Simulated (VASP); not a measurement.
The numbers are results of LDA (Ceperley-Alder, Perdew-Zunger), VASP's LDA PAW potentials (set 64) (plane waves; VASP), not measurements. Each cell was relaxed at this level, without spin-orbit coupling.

Problem. Which of these comes out without a gap?
A) NaI, Fm-3m (225)
B) MgS, Fm-3m (225)
C) Be, P6_3/mmc (194)
D) TlBr, Pm-3m (221)

Solution. C, Be, P6_3/mmc (194). The others have gaps of 1.35 eV (TlBr, Pm-3m (221)), 2.66 eV (MgS, Fm-3m (225)), 3.64 eV (NaI, Fm-3m (225)).
